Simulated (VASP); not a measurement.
Method: PBEsol GGA, VASP's PBE PAW potentials (set 64) (plane waves; VASP).

Input for VASP

File POSCAR:
```
MnSi2
8.3440430
  0.4999999972   0.0000000000   0.0000000000
 -0.2499999986   0.4330126926   0.0000000000
  0.0000000000   0.0000000000   0.2955414167
Mn Si
1 2
Cartesian
  0.0000000000   0.0000000000   0.0000000000
 -0.0000002500   0.2886752728   0.1477707083
  0.2500002486   0.1443374199   0.1477707083
```

KPOINTS:
```
Automatic mesh
0
Gamma
10 10 14
0 0 0
```

**INCAR**
```
SYSTEM = MnSi2
PREC = Accurate
ENCUT = 400
EDIFF = 1E-7
NELM = 100
ALGO = Normal
LREAL = .FALSE.
LASPH = .TRUE.
ISMEAR = -5
GGA = PS
LMAXMIX = 4
ISPIN = 2
MAGMOM = 2.1 -0.0 -0.0
LORBIT = 11
LWAVE = .FALSE.
LCHARG = .TRUE.
NEDOS = 601
ISIF = 2
LEFG = .TRUE.
```

POTCAR, in this order: Mn_pv Si (PBE.64 set). Program: vasp_std.

The run wrote:

OSZICAR:
```
       N       E                     dE             d eps       ncg     rms          rms(c)
DAV:   1     0.103362200456E+03    0.10336E+03   -0.99533E+03  7303   0.117E+03
DAV:   2    -0.188576914193E+02   -0.12222E+03   -0.12022E+03  7007   0.310E+02
DAV:   3    -0.233514819094E+02   -0.44938E+01   -0.43873E+01  8947   0.599E+01
DAV:   4    -0.234034154488E+02   -0.51934E-01   -0.51864E-01  7126   0.682E+00
DAV:   5    -0.234042996066E+02   -0.88416E-03   -0.88313E-03  8680   0.922E-01    0.195E+01
DAV:   6    -0.355600203190E+02   -0.12156E+02   -0.14004E+02  7637   0.106E+02    0.406E+01
DAV:   7    -0.204933089196E+02    0.15067E+02   -0.64187E+01  7692   0.900E+01    0.635E+00
DAV:   8    -0.207648372768E+02   -0.27153E+00   -0.22017E+00  7316   0.103E+01    0.264E+00
DAV:   9    -0.208012634275E+02   -0.36426E-01   -0.16385E-01  7929   0.336E+00    0.145E+00
DAV:  10    -0.208124482216E+02   -0.11185E-01   -0.28583E-02  9104   0.132E+00    0.591E-01
DAV:  11    -0.208168244609E+02   -0.43762E-02   -0.11534E-02  9403   0.805E-01    0.324E-01
DAV:  12    -0.208172708324E+02   -0.44637E-03   -0.20728E-03  7647   0.365E-01    0.148E-01
DAV:  13    -0.208171706430E+02    0.10019E-03   -0.20694E-04  7525   0.129E-01    0.720E-02
DAV:  14    -0.208171264358E+02    0.44207E-04   -0.17757E-05  7350   0.469E-02    0.449E-02
DAV:  15    -0.208170773127E+02    0.49123E-04   -0.11376E-05  8497   0.293E-02    0.156E-02
DAV:  16    -0.208170684125E+02    0.89002E-05   -0.12584E-06  7912   0.786E-03    0.525E-03
DAV:  17    -0.208170676746E+02    0.73791E-06   -0.10723E-07  3676   0.307E-03    0.246E-03
DAV:  18    -0.208170689893E+02   -0.13148E-05   -0.26060E-08  3577   0.145E-03    0.613E-04
DAV:  19    -0.208170692390E+02   -0.24968E-06   -0.35316E-09  3556   0.457E-04    0.252E-04
DAV:  20    -0.208170693105E+02   -0.71521E-07   -0.53870E-10  3556   0.197E-04
   1 F= -.20817069E+02 E0= -.20817069E+02  d E =0.000000E+00  mag=     1.9133
```

### OUTCAR
```
------------------------ aborting loop because EDIFF is reached ----------------------------------------
  FORCE on cell =-STRESS in cart. coord.  units (eV):
  Direction    XX          YY          ZZ          XY          YZ          ZX
  --------------------------------------------------------------------------------------
  Total       -0.2707697     -0.2707697     -0.0855307      0.0000000     -0.0000000      0.0000000
  in kB      -11.6705711    -11.6705708     -3.6864962      0.0000000     -0.0000000      0.0000000
  external PRESSURE =      -9.0092127 kB  Pullay stress =       0.0000000 kB
  volume of cell :       37.17
      direct lattice vectors                 reciprocal lattice vectors
     4.172021476  0.000000000  0.000000000     0.239691959  0.138386219  0.000000000
    -2.086010738  3.613076527  0.000000000     0.000000000  0.276772438  0.000000000
     0.000000000  0.000000000  2.466010289     0.000000000  0.000000000  0.405513312
 POSITION                                       TOTAL-FORCE (eV/Angst)
 -----------------------------------------------------------------------------------
      0.00000      0.00000      0.00000        -0.000000      0.000000      0.000000
     -0.00000      2.40872      1.23301         0.000000      0.000000     -0.000000
      2.08601      1.20436      1.23301        -0.000000     -0.000000      0.000000
 -----------------------------------------------------------------------------------
    total drift:                               -0.000000      0.000000     -0.000000
  FREE ENERGIE OF THE ION-ELECTRON SYSTEM (eV)
  ---------------------------------------------------
  free  energy   TOTEN  =       -20.8170693105 eV

  energy  without entropy=      -20.8170693105  energy(sigma->0) =      -20.81706931

 total charge

# of ion       s       p       d       tot
------------------------------------------
    1        0.300   6.267   5.240  11.808
    2        0.763   0.871   0.000   1.634
    3        0.763   0.871   0.000   1.634
--------------------------------------------------
tot          1.826   8.009   5.240  15.075

 magnetization (x)

# of ion       s       p       d       tot
------------------------------------------
    1        0.001   0.007   1.956   1.964
    2        0.010  -0.024   0.000  -0.014
    3        0.010  -0.024   0.000  -0.014
--------------------------------------------------
tot          0.022  -0.041   1.956   1.937

 Electric field gradients after diagonalization (V/A^2)
 (convention: |V_zz| > |V_xx| > |V_yy|)
----------------------------------------------------------------------
 ion       V_xx      V_yy      V_zz     asymmetry (V_yy - V_xx)/ V_zz
----------------------------------------------------------------------
   1      13.493    13.480   -26.973       0.000
   2      -4.553    -4.552     9.105       0.000
   3      -4.553    -4.552     9.105       0.000
```
(Selected blocks of OUTCAR.)

### OUTCAR
```
 val. band max:       11.3221345385   @ k =   0.1000   0.0000   0.2143

 cond. band min:      11.2083930484   @ k =   0.3000   0.0000   0.3571


 Fermi energy:        11.2688775506

 spin component 1

 k-point     1 :       0.0000    0.0000    0.0000
  band No.  band energies     occupation
      1     -37.5259      1.00000
      2     -37.5259      1.00000
      3     -37.2546      1.00000
      4      -3.1045      1.00000
      5       5.3301      1.00000
      6       5.3302      1.00000
      7       6.5466      1.00000
      8       7.7748      1.00000
      9       9.4694      1.00000
     10       9.4694      1.00000
     11      10.5798      1.00000
     12      10.5798      1.00000
     13      11.8553      0.00000
     14      11.8553      0.00000
     15      15.2541      0.00000

 k-point     2 :       0.1000    0.0000    0.0000
  band No.  band energies     occupation
      1     -37.5263      1.00000
      2     -37.5260      1.00000
      3     -37.2547      1.00000
      4      -2.9967      1.00000
      5       4.4105      1.00000
      6       5.3091      1.00000
      7       7.4384      1.00000
      8       7.6832      1.00000
      9       9.1985      1.00000
     10       9.3592      1.00000
     11      10.5691      1.00000
     12      10.5774      1.00000
     13      12.1651      0.00000
     14      12.1652      0.00000
     15      15.7003      0.00000

 k-point     3 :       0.2000    0.0000    0.0000
  band No.  band energies     occupation
      1     -37.5267      1.00000
      2     -37.5262      1.00000
      3     -37.2548      1.00000
      4      -2.6776      1.00000
      5       3.1328      1.00000
      6       5.2550      1.00000
      7       7.1210      1.00000
      8       8.5711      1.00000
      9       9.1453      1.00000
     10       9.2180      1.00000
     11      10.5417      1.00000
     12      10.5711      1.00000
     13      12.6812      0.00000
...
```

The moments were started parallel, and other spin orders were not tried in this run. For a metal the tetrahedron method with Blöchl corrections gives inexact stress and forces.

The structure was generated: MnSi2 was put into the AlB2 type (P6/mmm), which need not be its known phase. It was relaxed first, which changed the volume by -47 %.
